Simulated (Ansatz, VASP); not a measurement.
# Cross-check of CCl (Cl-CC-Cl chair bilayer, AA) between VASP and Ansatz

Aim: how closely do two programs agree when they are given the same cell, functional and k mesh? The structure shown is the start of the Ansatz relaxation below; VASP solves that cell, so the two are compared at the walk's first step.

Calculated with Ansatz 0.2.0; plane waves, with VASP 6.6.1 beside it; single point at RPBE with D3(BJ).

### 1. The structure

The cell holds 8 atoms: 4 Cl and 4 C. Its edges and angles: a = 2.508 Å, b = 2.508 Å, c = 46.267 Å, α = 90.0°, β = 90.0°, γ = 120.0°. Vacuum lies along c. The height across the vacuum is the one that the program set for its solve, not the one typed.

### 2. Ansatz: relaxation, RPBE with D3(BJ)

Ansatz runs on its default PAW (the set named soft_2) files.

The two programs are compared at the cell with which this relaxation starts, whose forces are those of its first step.

The input, input.yaml:

```yaml
crystal:
  lattice:
    - [2.508, 0.0, 0.0]
    - [-1.254, 2.1719917127, 0.0]
    - [0.0, 0.0, 29.2333333333]
  atoms:
    - { symbol: Cl, position: [0.6666666667, 0.3333333333, 0.3078677309] }
    - { symbol: C, position: [0.6666666667, 0.3333333333, 0.3687571266] }
    - { symbol: C, position: [0.3333333333, 0.6666666667, 0.3860889396] }
    - { symbol: Cl, position: [0.3333333333, 0.6666666667, 0.4469783352] }
    - { symbol: Cl, position: [0.6666666667, 0.3333333333, 0.5530216648] }
    - { symbol: C, position: [0.6666666667, 0.3333333333, 0.6139110604] }
    - { symbol: C, position: [0.3333333333, 0.6666666667, 0.6312428734] }
    - { symbol: Cl, position: [0.3333333333, 0.6666666667, 0.6921322691] }
  periodic: [true, true, false]
kpoints:
  mp_grid: { grid: [18, 18, 1] }
hamiltonian:
  xc: rpbe
  dispersion: d3bj
scf:
  occupations: { method: fermi_dirac, width: 0.05 }
  convergence: { dr2_threshold: 1.0e-09 }
relax:
  f_tol: 0.004
  max_steps: 90
  cell: {}
output:
  write_potential: true
  write_density: true
  volumetric_format: npy
```

On the command line:

```bash
> ansatz run input.yaml --threads 4 --pin off --max-ram 6144MiB --backend cpu --events-out ev --progress --plain --runs-dir out
```

Numbers of over 12 decimals in the logs are rounded to 6 here.

Output:

```text
Warning: crystal.periodic: the lattice vector that does not repeat stood 0.000° off the slab's normal, 29.233 Å along it as the deck builds it. The run solves the slab on a vector along the normal, 46.267 Å long, with every atom where it was (on the deck's vector they left 18.00 Å outside them, and the widest stretch free of ions among them is 3.10 Å). A fractional position that the run reports is one of the run's ce [...]
Warning: relax.cell: scf.convergence.dr2_threshold = 1e-9 eV is looser than the 1.77440859208e-10 eV advised for a relaxation that steers and ends on the stress (1e-10 eV for each atom of the cell: 8, times the square of relax.cell.stress_2d_tol = 0.05 N/m over 21.2 Å (the atoms' height at the walk's start and 5 Å past either face), 2.355e-2 GPa, over a crystal's default 0.05). What an SCF threshold leaves in a stress goes as its square root, and in the free energy as the threshold itself, and one threshold admits the most on a small cell: [figures from the program's tests cut] Set scf.convergence.dr2_threshold to 1.77440859208e-10 eV or tighter. [rest of the remark cut]
crystal.periodic: the lattice vector that does not repeat stood 0.000° off the slab's normal, 29.233 Å along it as the deck builds it. The run solves the slab on a vector along the normal, 46.267 Å long, with every atom where it was (on the deck's vector they left 18.00 Å outside them, and the widest stretch free of ions among them is 3.10 Å). A fractional position that the run reports is one of the run's cell, which [...]
Engine: ansatz 0.2.0, aarch64-unknown-linux-gnu
Pseudopotentials: kind: paw
Pseudopotential: Cl, paw, valence charge 7, recommended cutoff 420 eV (normal), Cl.paw.azcp
Pseudopotential: C, paw, valence charge 4, recommended cutoff 420 eV (normal), C.paw.azcp
Functional definition: RPBE
  parameter kappa = 0.804
[...]
preconditioner: auto → Resta (q_TF=auto, 1.955 Å⁻¹)  ε∞=2.2  [insulator: Δε(μ)=1.166 eV  Ē_g=12.637 eV  σ=0.050 eV  W_gap=1.00  n_scr=28 (ndim 8)  ℏωp=13.7 eV  f_vac=0.694  D(μ)=0.00/eV (n_scr^D=0)  ε∞_Penn≈2.2  vacuum switching on, ρ_ref=1.2e-2 e/Å³]
SCF iter   2: F=—  HF=-5340.076245 eV  |F-HF|=—  |Δ(HF+E_count)|=   1.75e-5  Δρ=6.47e-5  dr2=1.23e-5  ethr=1.14e-7  ⟨swp⟩=2.0  Hψ=1422  notcnv=0
SCF iter   3: F=—  HF=-5340.076247 eV  |F-HF|=—  |Δ(HF+E_count)|=   2.38e-6  Δρ=3.72e-5  dr2=4.08e-6  ethr=2.80e-8  ⟨swp⟩=3.0  Hψ=2052  notcnv=0
SCF iter   4: F=—  HF=-5340.076327 eV  |F-HF|=—  |Δ(HF+E_count)|=   8.01e-5  Δρ=9.56e-6  dr2=1.40e-6  ethr=9.28e-9  ⟨swp⟩=2.9  Hψ=1922  notcnv=0
SCF iter   5: F=—  HF=-5340.076327 eV  |F-HF|=—  |Δ(HF+E_count)|=   9.51e-8  Δρ=3.87e-6  dr2=4.94e-8  ethr=3.17e-9  ⟨swp⟩=2.4  Hψ=1596  notcnv=0
SCF iter   6: F=—  HF=-5340.076327 eV  |F-HF|=—  |Δ(HF+E_count)|=   3.61e-8  Δρ=1.40e-6  dr2=3.68e-9  ethr=1.12e-10  ⟨swp⟩=3.1  Hψ=2391  notcnv=0
SCF iter   7: F=-5340.076327 eV  HF=-5340.076327 eV  |F-HF|=2.51e-10  |Δ(HF+E_count)|=   8.22e-9  Δρ=2.18e-7  dr2=1.66e-10  ethr=2.27e-12  ⟨swp⟩=10.8  Hψ=8627  notcnv=0
SCF 10 converged in 7 iterations: F = -5340.076327 eV  dr2 = 1.66e-10
relax step  10: F+E_penalty+E_count = -5340.07632705 eV  Δ(F+E_penalty+E_count) = +4.402e-5 eV  max|allowed force component| = 1.481e-3 eV/Å  Δτ_max = 0.0015 Å  P = -0.018 N/m  Ω = 325.113 Å³  energy of the carried Pulay correction = -1.339e-3 eV  fix = [c, alpha, beta]  reactions: c -0.000 N/m  (7 SCF iters, accepted)
iter 1 solved again at ethr=9.49e-7 eV; its pass at ethr=3.10e-3 eV (dr2=4.17e-4 eV) is discarded
SCF iter   1: F=—  HF=-5340.077528 eV  |F-HF|=—  |Δ(HF+E_count)|=         —  Δρ=2.40e-5  dr2=2.37e-7  ethr=9.49e-7  ⟨swp⟩=4.7  Hψ=12572  notcnv=0
eigensolver tolerance schedule: the retry pair's looser diagonalisation over-reported the residual by 1759.16 of it (diagonalisation noise at 1.17 of the residual, at the tolerance the schedule requests for it); recorded, not acted on — ethr = c·dr2/N_el stays at c = 1.0e-1
preconditioner: auto → Resta (q_TF=auto, 1.955 Å⁻¹)  ε∞=2.2  [insulator: Δε(μ)=1.167 eV  Ē_g=12.632 eV  σ=0.050 eV  W_gap=1.00  n_scr=28 (ndim 8)  ℏωp=13.7 eV  f_vac=0.694  D(μ)=0.00/eV (n_scr^D=0)  ε∞_Penn≈2.2  vacuum switching on, ρ_ref=1.2e-2 e/Å³]
SCF iter   2: F=—  HF=-5340.077644 eV  |F-HF|=—  |Δ(HF+E_count)|=   1.16e-4  Δρ=1.22e-5  dr2=5.98e-8  ethr=5.39e-10  ⟨swp⟩=4.7  Hψ=3602  notcnv=0
SCF iter   3: F=—  HF=-5340.077674 eV  |F-HF|=—  |Δ(HF+E_count)|=   3.00e-5  Δρ=2.34e-6  dr2=2.35e-8  ethr=1.36e-10  ⟨swp⟩=2.6  Hψ=2235  notcnv=0
SCF iter   4: F=—  HF=-5340.077676 eV  |F-HF|=—  |Δ(HF+E_count)|=   1.81e-6  Δρ=7.98e-7  dr2=5.61e-9  ethr=5.35e-11  ⟨swp⟩=2.9  Hψ=1851  notcnv=0
iter 5 met the thresholds in force, and the SCF goes on: an eigenvalue changes by 4.49 meV, over its tolerance of 1.05 meV (output.eigenvalues, Limitations)
SCF iter   5: F=-5340.077676 eV  HF=-5340.077676 eV  |F-HF|=3.09e-8  |Δ(HF+E_count)|=   1.24e-7  Δρ=3.91e-7  dr2=2.36e-10  ethr=2.27e-12  ⟨swp⟩=13.7  Hψ=9822  notcnv=0
SCF iter   6: F=-5340.077676 eV  HF=-5340.077676 eV  |F-HF|=9.90e-10  |Δ(HF+E_count)|=   2.98e-8  Δρ=1.50e-7  dr2=1.20e-10  ethr=1.00e-12  ⟨swp⟩=8.6  Hψ=8117  notcnv=0
SCF 11 converged in 6 iterations: F = -5340.077676 eV  dr2 = 1.20e-10
relax step  11: F+E_penalty+E_count = -5340.07767619 eV  Δ(F+E_penalty+E_count) = -1.349e-3 eV  max|allowed force component| = 1.544e-3 eV/Å  Δτ_max = 0.0000 Å  P = -0.013 N/m  Ω = 325.113 Å³  fix = [c, alpha, beta]  reactions: c -0.000 N/m  stress off target by 1.26e-2 N/m on what of the cell is left free  SCF on the basis re-selected at this cell (its energy is not comparable with the rows above)  (6 SCF iters)
basis re-selected at this cell: Δ(F+E_penalty+E_count) = -1.349e-3 eV, ΔP = +0.005 N/m vs the last step (what re-selecting the basis moved, of the pressure what is left beyond the Pulay correction that the steps carried, after the strain that the cell walked since its last selection, with what the two solves' SCF thresholds leave and, on support functions, any second-order correction that the steps lacked; it is no m [...]
dispersion: the relaxed geometry stands within reach of a switch of an atom's C6, across which e_disp changes (each atom's share, over what another start of this relaxation can change, counted as every distance, over a cell that relax.cell.fix or crystal.periodic holds in part: site 1 (C), some 0.03 eV, crossed with farther neighbours; site 2 (C), some 0.03 eV, crossed with farther neighbours; site 5 (C), some 0.03 eV, crossed with farther neighbours; site 6 (C), some 0.03 eV, crossed with farther neighbours; some 0.12 eV in sum): a start on the other side of the switch can end at another minimum, lower or higher, and the walk did not compare the two: [rest of the remark cut]
SCF converged after 6 iterations
an eigenvalue changed by more than its tolerance at an iteration that met the thresholds in force, so the SCF went on 1 time: the last check found none over its tolerance
Free energy (F): -5340.077676 eV
Harris-Foulkes:  -5340.077676 eV  (|F-HF|=9.90e-10)
Internal energy: -5340.077676 eV  (E = F + TS)
E sigma→0 (E₀):  -5340.077676 eV
Entropy (-TS):   -0.000000 eV (-0.000 meV/atom)
Fermi energy:    -2.901106 eV
--- Per-component energies (eV) ---
  E_band       = -539.954079
  E_kinetic    = 1000.527322
  E_local      = -181878.344145  (includes V_loc(G=0)·N_el)
  E_nonlocal   = 214.743281
  E_hartree    = 90428.050385
  E_xc         = -621.558636
  E_vxc        = -726.418274  (∫ρ·V_xc dr)
  E_paw        = -3048.908851  (= ΣΔE_a)
  E_vpaw       = -6.563938  (= ΣTr[D̂ρ^β])
  E_aug_tail   = 0.000374  (compensation charges beyond the density's cutoff)
  E_ewald      = 88570.578980
  E_disp       = -4.939423  (pairwise vdW)
  E_core_change = -0.226963  (= ΣΔE_core)
  E_smearing   = -0.000000  (= −TS)
  E_closure    = 0.000000  (closes the sum)
  Σ components = -5340.077676   (vs F -5340.077676, Δ=0.00e0)
--- Forces (eV/Å), atoms counted from 1 ---
  atom   1  Cl    -0.00000000    -0.00000000     0.00154421
  atom   2  C      0.00000000     0.00000000     0.00090943
  atom   3  C     -0.00000000    -0.00000000    -0.00108870
  atom   4  Cl     0.00000000     0.00000000    -0.00088291
  atom   5  Cl    -0.00000000    -0.00000000     0.00088291
  atom   6  C      0.00000000     0.00000000     0.00108870
  atom   7  C      0.00000000    -0.00000000    -0.00090943
  atom   8  Cl     0.00000000     0.00000000    -0.00154421
  max |Σ_I F_I| component: 2.31e-18 eV/Å
--- 2D stress c σ (N/m, compression-positive) ---
       -0.012565       0.000000       0.000000
        0.000000      -0.012565      -0.000000
        0.000000      -0.000000      -0.000000
  P = ½ c Tr σ = -0.0126 N/m
--- Band table (eV; the first three rows and the last of 37) ---
  k-point 0: bands = ["-24.1957", "-24.1368", "-22.5603", "-22.3860", "-19.1568", "-18.8398", "-13.8830", "-13.1389", "-10.0729", "-9.1739", "-8.1282", "-8.1282", "-8.1240", "-8.1240", "-4.8039", "-4.8039", "-4.7394", "-4.7394", "-3.5835", "-3.5835", "-3.5032", "-3.5032", "-2.3363", "-1.8578", "-1.5479", "-1.4205", "-0.5546", "0.1625", "0.2268", "0.2268"]
  k-point 1: bands = ["-24.1451", "-24.0862", "-22.5176", "-22.3447", "-19.1092", "-18.7950", "-13.8470", "-13.1079", "-10.0712", "-9.1860", "-8.4383", "-8.4333", "-8.2258", "-8.2212", "-5.0344", "-4.9600", "-4.8413", "-4.7691", "-3.8308", "-3.7393", "-3.6380", "-3.5491", "-2.2678", "-1.7243", "-1.3360", "-1.2738", "-0.5090", "0.2167", "0.2409", "0.2663"]
  k-point 2: bands = ["-23.9944", "-23.9360", "-22.3920", "-22.2233", "-18.9682", "-18.6625", "-13.7450", "-13.0227", "-10.0797", "-9.3079", "-9.2130", "-9.1292", "-8.4872", "-8.4820", "-5.6381", "-5.5379", "-4.9546", "-4.8638", "-4.4840", "-4.3730", "-3.7889", "-3.6805", "-2.0958", "-1.5147", "-0.9767", "-0.9327", "-0.4134", "0.3780", "0.4007", "0.4929"]
  k-point 36: bands = ["-20.9129", "-20.9129", "-20.8821", "-20.8821", "-15.8285", "-15.8285", "-15.7850", "-15.7850", "-13.1634", "-13.1469", "-10.9251", "-10.9251", "-10.6291", "-10.6291", "-9.4891", "-9.2188", "-8.3910", "-8.3910", "-8.1344", "-7.9951", "-7.9951", "-7.8198", "0.1561", "0.1561", "0.7560", "0.7560", "1.2597", "1.9412", "3.1764", "3.1764"]
  the weakly bound empty levels are not read free of the cell's end (no_gap_told)
--- Relaxed structure (9 steps of the walk, 9 accepted, 2 SCFs on fresh bases) ---
  F+E_penalty+E_count = -5340.07767619 eV   max|allowed force component| = 1.544e-3 eV/Å   (the final SCF, on the basis selected at the relaxed cell)
  cell:  # Å, volume = 325.1130 Å³
    - [2.848510, 0.0, 0]
    - [-1.424255, 2.466882, 0]
    - [0, 0, 46.266667]
  atoms:
    - { symbol: Cl, position: [0.666667, 0.333333, 0.200396] }
    - { symbol: C, position: [0.666667, 0.333333, 0.238147] }
    - { symbol: C, position: [0.333333, 0.666667, 0.248803] }
    - { symbol: Cl, position: [0.333333, 0.666667, 0.286578] }
    - { symbol: Cl, position: [0.666667, 0.333333, 0.345266] }
    - { symbol: C, position: [0.666667, 0.333333, 0.383042] }
    - { symbol: C, position: [0.333333, 0.666667, 0.393697] }
    - { symbol: Cl, position: [0.333333, 0.666667, 0.431449] }
```

In the SCF lines HF is the Harris–Foulkes energy and dr2 the Hartree energy of the density residual, in eV; the loop may stop once dr2 is under the threshold and the program's other checks hold. Hψ counts applications of the Hamiltonian.

(Continued in part 2 of 2.)

[Lines on the potential files, build, host, timing and source positions are cut from VASP's logs without a mark.]

[Logs are printed without paths, hosts, clocks, repeated set-up lines and the standing remarks that a program may print on its own settings, such as how far it seeks lower states.]

[Hosts, paths, dates, database ids (printed as entryN), source tags and the programs' standing remarks are cut or masked in the printed files.]
